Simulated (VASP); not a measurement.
# Sb2Pd with PBEsol: from relaxation to properties

Aim: relax Sb2Pd with PBEsol, compute its properties on that cell and hold them against experiment. The steps: relaxing cell and atoms (PBEsol), density, ELF and potential (PBEsol), band structure (PBEsol), total and projected DOS (PBEsol), band structure (PBEsol + SOC), volume scan with PBEsol and fit for PBEsol. The start is a cell from a database of measured crystal structures.

Program: VASP 6.6.1. Level of theory: PBEsol; plane waves and PAW (Sb, Pd), in the first sound run; inputs show where later runs differ. Results are calculated unless marked as measured.

**Measured values to reproduce.**

For PdSb2, pyrite-type cubic (crushed flux-grown single crystals, 300 K), “Fermions and bosons in nonsymmorphic PdSb2 with sixfold degeneracy” (2019, arxiv:1904.08014) gives, by powder X-ray diffraction: lattice constant a (cubic lattice parameter) 6.464 Å [room-temperature powder XRD on crushed flux-grown crystals].

## (1) Set-up

Before any relaxation, the start is as follows. It takes space group Pa-3 (No. 205, cubic). The conventional cell has a = 6.458 Å, b = 6.458 Å, c = 6.458 Å, α = 90.00°, β = 90.00°, γ = 90.00°. Nearest to Sb lie 3 Pd at 2.67 Å and 1 Sb at 2.89 Å. Nearest to Pd lie 6 Sb at 2.67 Å. Farther neighbours are not listed.

## (2) Relaxing cell and atoms (PBEsol)

The start need not lie at this functional's minimum. ISIF = 3 frees volume, shape and positions, and EDIFFG sets the threshold on forces and stress at which the search stops. PBEsol restores the gradient expansion of exchange and is tuned for the cells of solids.

INCAR

```
SYSTEM = Sb2Pd
PREC = Accurate
ENCUT = 400
EDIFF = 1E-06
NELM = 100
ISMEAR = 0
SIGMA = 0.05
LREAL = .FALSE.
ALGO = Normal
GGA = PS
NBANDS = 52
LASPH = .TRUE.
LORBIT = 11
LWAVE = .FALSE.
LCHARG = .FALSE.
KPAR = 8
IBRION = 2
NSW = 60
ISIF = 3
EDIFFG = -0.01
```

POSCAR

```
Sb2Pd
1.0
    6.4584000000      0.0000000000      0.0000000000
    0.0000000000      6.4584000000      0.0000000000
    0.0000000000      0.0000000000      6.4584000000
Sb Pd
8 4
Direct
    0.3710000000      0.3710000000      0.3710000000
    0.1290000000      0.6290000000      0.8710000000
    0.8710000000      0.1290000000      0.6290000000
    0.6290000000      0.8710000000      0.1290000000
    0.6290000000      0.6290000000      0.6290000000
    0.8710000000      0.3710000000      0.1290000000
    0.1290000000      0.8710000000      0.3710000000
    0.3710000000      0.1290000000      0.8710000000
    0.0000000000      0.0000000000      0.0000000000
    0.5000000000      0.0000000000      0.5000000000
    0.5000000000      0.5000000000      0.0000000000
    0.0000000000      0.5000000000      0.5000000000
```

KPOINTS

```
Automatic mesh
0
Gamma
4 4 4
0 0 0
```

The projector-augmented-wave data sets are Sb and Pd (PBE family, release 64).

Launch:

```sh
$ mpirun -np 8 vasp_std
```

The log of the run:

```text
[banner, memory and clock lines left out]
running    8 mpi-ranks, on    1 nodes
 distrk:  each k-point on    1 cores,    8 groups
 distr:  one band on    1 cores,    1 groups

 POSCAR found type information on POSCAR SbPd
 POSCAR found :  2 types and      12 ions
|                                                                             |
|           W    W    AA    RRRRR   N    N  II  N    N   GGGG   !!!           |
|           W    W   A  A   R    R  NN   N  II  NN   N  G    G  !!!           |
|           W    W  A    A  R    R  N N  N  II  N N  N  G       !!!           |
|           W WW W  AAAAAA  RRRRR   N  N N  II  N  N N  G  GGG   !            |
|           WW  WW  A    A  R   R   N   NN  II  N   NN  G    G                |
|           W    W  A    A  R    R  N    N  II  N    N   GGGG   !!!           |
|                                                                             |
|     For optimal performance we recommend to set                             |
|       NCORE = 2 up to number-of-cores-per-socket                            |
|     NCORE specifies how many cores store one orbital (NPAR=cpu/NCORE).      |
|     This setting can greatly improve the performance of VASP for DFT.       |
|     The default, NCORE=1 might be grossly inefficient on modern             |
|     multi-core architectures or massively parallel machines. Do your        |
|     Unfortunately you need to use the default for GW and RPA                |
|     calculations (for HF NCORE is supported but not extensively tested      |
|     yet).                                                                   |
|                                                                             |

|                                                                             |
|               ----> ADVICE to this user running VASP <----                  |
|                                                                             |
|     You enforced a specific xc type in the INCAR file but a different       |
|     [... a line on the potential file left out ...]
|     I HOPE YOU KNOW WHAT YOU ARE DOING!                                     |
|                                                                             |

 LDA part: xc-table for (Slater+PW92), standard interpolation
 POSCAR, INCAR and KPOINTS ok, starting setup
 FFT: planning ... GRIDC
 FFT: planning ... GRID_SOFT
 FFT: planning ... GRID
 WAVECAR not read
 entering main loop
       N       E                     dE             d eps       ncg     rms          rms(c)
DAV:   1     0.402592658743E+03    0.40259E+03   -0.26692E+04  1144   0.106E+03
DAV:   2    -0.406899572640E+02   -0.44328E+03   -0.41823E+03  1292   0.230E+02
DAV:   3    -0.661550313533E+02   -0.25465E+02   -0.24572E+02  1344   0.573E+01
DAV:   4    -0.666529390853E+02   -0.49791E+00   -0.49315E+00  1304   0.840E+00
DAV:   5    -0.666617099899E+02   -0.87709E-02   -0.87685E-02  1288   0.126E+00    0.151E+01
DAV:   6    -0.657761290425E+02    0.88558E+00   -0.84999E+00  1184   0.195E+01    0.698E+00
DAV:   7    -0.651427279871E+02    0.63340E+00   -0.23652E+00  1180   0.113E+01    0.515E+00
DAV:   8    -0.650394662891E+02    0.10326E+00   -0.44425E-01  1208   0.229E+00    0.100E+00
DAV:   9    -0.650155640790E+02    0.23902E-01   -0.68108E-02  1208   0.171E+00    0.289E-01
DAV:  10    -0.650158623427E+02   -0.29826E-03   -0.75873E-03  1168   0.336E-01    0.113E-01
DAV:  11    -0.650158877271E+02   -0.25384E-04   -0.46236E-04  1364   0.138E-01    0.710E-02
DAV:  12    -0.650158659483E+02    0.21779E-04   -0.10900E-04  1184   0.717E-02    0.429E-02
DAV:  13    -0.650158635576E+02    0.23907E-05   -0.77571E-06  1192   0.102E-02    0.893E-03
DAV:  14    -0.650158635700E+02   -0.12366E-07   -0.59241E-07   572   0.354E-03
   1 F= -.65015864E+02 E0= -.65014596E+02  d E =-.650159E+02
 curvature:   0.00 expect dE= 0.000E+00 dE for cont linesearch  0.000E+00
 trial: gam= 0.00000 g(F)=  0.981E-02 g(S)=  0.450E-03 ort = 0.000E+00 (trialstep = 0.100E+01)
 search vector abs. value=  0.103E-01
 bond charge predicted
       N       E                     dE             d eps       ncg     rms          rms(c)
DAV:   1    -0.650267014866E+02   -0.10838E-01   -0.19575E-01  1152   0.198E+00    0.456E-01
DAV:   2    -0.650246881213E+02    0.20134E-02   -0.33577E-02  1248   0.122E+00    0.290E-01
DAV:   3    -0.650232838846E+02    0.14042E-02   -0.44569E-03  1192   0.495E-01    0.968E-02
DAV:   4    -0.650231830106E+02    0.10087E-03   -0.59104E-04  1216   0.751E-02    0.418E-02
DAV:   5    -0.650231561011E+02    0.26910E-04   -0.11517E-04  1248   0.622E-02    0.224E-02
DAV:   6    -0.650231558638E+02    0.23731E-06   -0.16624E-05  1196   0.275E-02    0.736E-03
DAV:   7    -0.650231550181E+02    0.84568E-06   -0.14439E-06   572   0.939E-03
   2 F= -.65023155E+02 E0= -.65021728E+02  d E =-.729145E-02
[...]
3 F= -.65024693E+02 E0= -.65023112E+02  d E =-.882947E-02
[...]
4 F= -.65024716E+02 E0= -.65023150E+02  d E =-.885274E-02
[...]
5 F= -.65024178E+02 E0= -.65022354E+02  d E =0.538012E-03
 trial-energy change:    0.000538  1 .order    0.000536   -0.002796    0.003869
 step:   0.4804(harm=  0.4804)  dis= 0.00074  next Energy=   -65.025303 (dE=-0.587E-03)
 bond charge predicted
       N       E                     dE             d eps       ncg     rms          rms(c)
DAV:   1    -0.650334602225E+02   -0.92818E-02   -0.11405E-01  1152   0.197E+00    0.641E-01
DAV:   2    -0.650281812554E+02    0.52790E-02   -0.52828E-02  1192   0.164E+00    0.367E-01
DAV:   3    -0.650254763348E+02    0.27049E-02   -0.74084E-03  1180   0.642E-01    0.925E-02
DAV:   4    -0.650253166311E+02    0.15970E-03   -0.12520E-03  1196   0.111E-01    0.394E-02
DAV:   5    -0.650252789232E+02    0.37708E-04   -0.15565E-04  1196   0.812E-02    0.260E-02
DAV:   6    -0.650252816724E+02   -0.27492E-05   -0.18837E-05  1208   0.276E-02    0.112E-02
DAV:   7    -0.650252787959E+02    0.28764E-05   -0.73423E-06  1116   0.195E-02    0.127E-03
DAV:   8    -0.650252792025E+02   -0.40655E-06   -0.13366E-06   572   0.426E-03
   6 F= -.65025279E+02 E0= -.65023608E+02  d E =-.562889E-03
 curvature:  -0.30 expect dE=-0.840E-06 dE for cont linesearch -0.235E-08
 trial: gam=-0.01572 g(F)=  0.158E-05 g(S)=  0.122E-05 ort = 0.489E-05 (trialstep = 0.101E+01)
 search vector abs. value=  0.340E-05
 reached required accuracy - stopping structural energy minimisation
```

Run time: 2.3 min. Hardware: 8 MPI ranks of Intel Xeon Platinum 8259CL at 2.50GHz (Skylake/Cascade Lake), shared host; peak memory 2.8 GiB; 15 min of CPU time.

The logs omit lines about the potential files and the build; timing stands in the text.

OUTCAR, selected parts (step 2):

```text
ion  position               nearest neighbor table
   1  0.371  0.371  0.371-  10 2.67  11 2.67  12 2.67   5 2.89   6 3.59   7 3.59   8 3.59   8 3.59
                             7 3.59   6 3.59
   2  0.129  0.629  0.871-   9 2.67  11 2.67  12 2.67   6 2.89   5 3.59   7 3.59   8 3.59   7 3.59
                             8 3.59   5 3.59
   3  0.871  0.129  0.629-   9 2.67  10 2.67  12 2.67   7 2.89   6 3.59   5 3.59   8 3.59   6 3.59
                             5 3.59   8 3.59
   4  0.629  0.871  0.129-   9 2.67  10 2.67  11 2.67   8 2.89   6 3.59   7 3.59   5 3.59   5 3.59
                             6 3.59   7 3.59
   5  0.629  0.629  0.629-  10 2.67  11 2.67  12 2.67   1 2.89   2 3.59   3 3.59   4 3.59   4 3.59
                             3 3.59   2 3.59
   6  0.871  0.371  0.129-   9 2.67  11 2.67  12 2.67   2 2.89   1 3.59   3 3.59   4 3.59   3 3.59
                             4 3.59   1 3.59
   7  0.129  0.871  0.371-   9 2.67  10 2.67  12 2.67   3 2.89   2 3.59   1 3.59   4 3.59   2 3.59
                             1 3.59   4 3.59
   8  0.371  0.129  0.871-   9 2.67  10 2.67  11 2.67   4 2.89   2 3.59   3 3.59   1 3.59   1 3.59
                             2 3.59   3 3.59
   9  0.000  0.000  0.000-   2 2.67   3 2.67   4 2.67   6 2.67   7 2.67   8 2.67
  10  0.500  0.000  0.500-   1 2.67   3 2.67   4 2.67   5 2.67   7 2.67   8 2.67
  11  0.500  0.500  0.000-   1 2.67   2 2.67   4 2.67   5 2.67   6 2.67   8 2.67
  12  0.000  0.500  0.500-   1 2.67   2 2.67   3 2.67   5 2.67   6 2.67   7 2.67

  LATTYP: Found a simple cubic cell.
 ALAT       =     6.4584000000

 Subroutine GETGRP returns: Found 24 space group operations
 (whereof  6 operations were pure point group operations)

The static configuration has the point symmetry S_6 .
 The point group associated with its full space group is T_h .

 Found     11 irreducible k-points:

   k-points           NKPTS =     11   k-points in BZ     NKDIM =     11   number of bands    NBANDS=     52

   dimension x,y,z NGX =    42 NGY =   42 NGZ =   42
   dimension x,y,z NGXF=    84 NGYF=   84 NGZF=   84

   ENCUT  =  400.0 eV  29.40 Ry    5.42 a.u.  10.53 10.53 10.53*2*pi/ulx,y,z

   NELECT =      80.0000    total number of electrons

 k-points in reciprocal lattice and weights: Automatic mesh
   0.00000000  0.00000000  0.00000000       0.016
   0.25000000  0.00000000  0.00000000       0.094
   0.50000000  0.00000000  0.00000000       0.047
   0.25000000  0.25000000  0.00000000       0.188
   0.50000000  0.25000000  0.00000000       0.094
  -0.25000000  0.50000000  0.00000000       0.094
   0.50000000  0.50000000  0.00000000       0.047
   0.25000000  0.25000000  0.25000000       0.125
   0.50000000  0.25000000  0.25000000       0.188
   0.50000000  0.50000000  0.25000000       0.094
   0.50000000  0.50000000  0.50000000       0.016

 average (electrostatic) potential at core
       1 -83.7497       2 -83.7497       3 -83.7497       4 -83.7497       5 -83.7497
       6 -83.7497       7 -83.7497       8 -83.7497       9 -72.4612      10 -72.4612
      11 -72.4612      12 -72.4612

 E-fermi :   8.7125

 k-point     1 :       0.0000    0.0000    0.0000
  band No.  band energies     occupation
    ...
     39       8.2167      2.00000
     40       8.2167      2.00000
     41       8.5018      2.00000
     42       8.5018      2.00000
     43       8.5018      2.00000
     44       9.6082      0.00000
     45      11.3974      0.00000
     46      11.3974      0.00000
     47      11.3974      0.00000
     48      12.9651      0.00000
    ...

 k-point     2 :       0.2500    0.0000    0.0000
  band No.  band energies     occupation
    ...
     37       7.4044      2.00000
     38       7.9186      2.00000
     39       7.9646      2.00000
     40       8.5931      1.99926
     41       8.6895      1.48543
     42       8.7622      0.15994
     43       9.0883      0.00000
     44       9.7382      0.00000
     45      11.2609      0.00000
     46      11.6614      0.00000
    ...

 k-point     3 :       0.5000    0.0000    0.0000
  band No.  band energies     occupation
    ...
     36       7.0291      2.00000
     37       7.4620      2.00000
     38       7.4620      2.00000
     39       8.1246      2.00000
     40       8.1246      2.00000
     41       9.2341      0.00000
     42       9.2341      0.00000
     43      10.0373      0.00000
     44      10.0373      0.00000
     45      10.8585      0.00000
    ...

  Total       -0.0100400     -0.0100400     -0.0100400     -0.0000000      0.0000000      0.0000000
  in kB       -0.0596103     -0.0596103     -0.0596103     -0.0000000      0.0000000      0.0000000
  external PRESSURE =      -0.0596103 kB  Pullay stress =       0.0000000 kB

  energy-cutoff  :      400.00
  volume of cell :      269.85
      direct lattice vectors                 reciprocal lattice vectors
     6.462117097 -0.000000000  0.000000000     0.154748047  0.000000000 -0.000000000
    -0.000000000  6.462117097 -0.000000000     0.000000000  0.154748047  0.000000000
     0.000000000 -0.000000000  6.462117097    -0.000000000  0.000000000  0.154748047

 POSITION                                       TOTAL-FORCE (eV/Angst)
 -----------------------------------------------------------------------------------
      2.40584      2.40584      2.40584        -0.001170     -0.001170     -0.001170
      0.82521      4.05627      5.63690         0.001170      0.001170     -0.001170
      5.63690      0.82521      4.05627        -0.001170      0.001170      0.001170
      4.05627      5.63690      0.82521         0.001170     -0.001170      0.001170
      4.05627      4.05627      4.05627         0.001170      0.001170      0.001170
      5.63690      2.40584      0.82521        -0.001170     -0.001170      0.001170
      0.82521      5.63690      2.40584         0.001170     -0.001170     -0.001170
      2.40584      0.82521      5.63690        -0.001170      0.001170     -0.001170
      0.00000     -0.00000      0.00000        -0.000000      0.000000     -0.000000
      3.23106     -0.00000      3.23106        -0.000000      0.000000     -0.000000
      3.23106      3.23106      0.00000        -0.000000      0.000000     -0.000000
     -0.00000      3.23106      3.23106        -0.000000      0.000000     -0.000000
 -----------------------------------------------------------------------------------
    total drift:                                0.000000     -0.000000     -0.000000

  FREE ENERGIE OF THE ION-ELECTRON SYSTEM (eV)
  ---------------------------------------------------
  free  energy   TOTEN  =       -65.0252792025 eV

  energy  without entropy=      -65.0219375249  energy(sigma->0) =      -65.02360836

 reached required accuracy - stopping structural energy minimisation

 total charge
# of ion       s       p       d       tot
------------------------------------------
    1        1.174   1.178   0.052   2.404
    2        1.174   1.178   0.052   2.404
    3        1.174   1.178   0.052   2.404
    4        1.174   1.178   0.052   2.404
    5        1.174   1.178   0.052   2.404
    6        1.174   1.178   0.052   2.404
    7        1.174   1.178   0.052   2.404
    8        1.174   1.178   0.052   2.404
    9        0.509   0.617   8.522   9.648
   10        0.509   0.617   8.522   9.648
   11        0.509   0.617   8.522   9.648
   12        0.509   0.617   8.522   9.648
--------------------------------------------------
tot         11.430  11.892  34.507  57.829

[... 3 further parts left out ...]
```

CONTCAR:

```
Sb2Pd
   1.00000000000000
     6.4621170970780453   -0.0000000000000000    0.0000000000000000
    -0.0000000000000000    6.4621170970780453   -0.0000000000000000
     0.0000000000000000   -0.0000000000000000    6.4621170970780453
  Sb              Pd
     8     4
Direct
     0.3722996309728642    0.3722996309728642    0.3722996309728642
     0.1277003690271359    0.6277003690271360    0.8722996309728640
     0.8722996309728640    0.1277003690271359    0.6277003690271360
     0.6277003690271360    0.8722996309728640    0.1277003690271359
     0.6277003690271360    0.6277003690271360    0.6277003690271360
     0.8722996309728640    0.3722996309728642    0.1277003690271359
     0.1277003690271359    0.8722996309728640    0.3722996309728642
     0.3722996309728642    0.1277003690271359    0.8722996309728640
     0.0000000000000000    0.0000000000000000    0.0000000000000000
     0.5000000000000000    0.0000000000000000    0.5000000000000000
     0.5000000000000000    0.5000000000000000    0.0000000000000000
     0.0000000000000000    0.5000000000000000    0.5000000000000000
```

The k-mesh is coarse for a metal. The PAW data sets were made with PBE, which is usual practice but a small mismatch for other functionals. The run keeps the 24 symmetry operations of its start, so it cannot find a distortion of lower symmetry.

Step by step:

| step | energy less that of the first step (eV) | largest force (eV/Å) | pressure (GPa) | volume (Å³) |
| --- | --- | --- | --- | --- |
| 1 | 0.0000 | 0.1594 | 0.11 | 269.39 |
| 2 | -0.0073 | 0.0773 | -0.09 | 270.01 |
| 3 | -0.0088 | 0.0086 | -0.26 | 270.52 |
| 4 | -0.0089 | 0.0156 | -0.26 | 270.47 |
| 5 | -0.0083 | 0.0270 | 0.35 | 269.00 |
| 6 | -0.0094 | 0.0020 | -0.01 | 269.85 |

| conventional cell, symmetrised | before | after | change |
| --- | --- | --- | --- |
| a (Å) | 6.458 | 6.462 | +0.1 % |
| b (Å) | 6.458 | 6.462 | +0.1 % |
| c (Å) | 6.458 | 6.462 | +0.1 % |
| volume (Å³/atom) | 22.45 | 22.49 | +0.2 % |

The atoms that moved most (Å, as changes of fractional coordinates times the final cell):

| atom | dx | dy | dz | length |
| --- | --- | --- | --- | --- |
| Sb1 | 0.008 | 0.008 | 0.008 | 0.015 |
| Sb2 | -0.008 | -0.008 | 0.008 | 0.015 |
| Sb3 | 0.008 | -0.008 | -0.008 | 0.015 |
| Sb4 | -0.008 | 0.008 | -0.008 | 0.015 |
| Sb5 | -0.008 | -0.008 | -0.008 | 0.015 |
| Sb6 | 0.008 | 0.008 | -0.008 | 0.015 |
| Sb7 | -0.008 | 0.008 | 0.008 | 0.015 |
| Sb8 | 0.008 | -0.008 | 0.008 | 0.015 |

Final coordinates:

```xyz
12
Lattice="6.4621 0.0000 0.0000 0.0000 6.4621 0.0000 0.0000 0.0000 6.4621" Properties=species:S:1:pos:R:3 pbc="T T T"
Sb    2.4058    2.4058    2.4058
Sb    0.8252    4.0563    5.6369
Sb    5.6369    0.8252    4.0563
Sb    4.0563    5.6369    0.8252
Sb    4.0563    4.0563    4.0563
Sb    5.6369    2.4058    0.8252
Sb    0.8252    5.6369    2.4058
Sb    2.4058    0.8252    5.6369
Pd    0.0000    0.0000    0.0000
Pd    3.2311    0.0000    3.2311
Pd    3.2311    3.2311    0.0000
Pd    0.0000    3.2311    3.2311
```

Numbers from this step:

| Quantity | Value |
| --- | --- |
| electrons | 80 |
| bands | 52 |
| irreducible k-points | 11 |
| symmetry operations | 24 |
| free energy (TOTEN) | -65.0253 eV |
| energy at zero smearing | -65.0236 eV |
| Fermi energy | 8.713 eV |
| pressure | -0.005961 GPa |
| metallic | yes |
| SCF cycles over all ionic steps | 48 |

It ends with a largest force of 0.002 eV/Å and a pressure of -0.01 GPa. The volume lies +0.2 % from that of the database's start.

[end of part 1 of 6]

[Lines on the potential files, build, host, timing and source positions are cut from VASP's logs without a mark.]

[Logs are printed without paths, hosts, clocks, repeated set-up lines and the standing remarks that a program may print on its own settings, such as how far it seeks lower states.]

[Hosts, paths, dates, database ids (printed as entryN), source tags and the programs' standing remarks are cut or masked in the printed files.]

[A measured line is paired with the nearest computed mode of its activity, which favours agreement.]
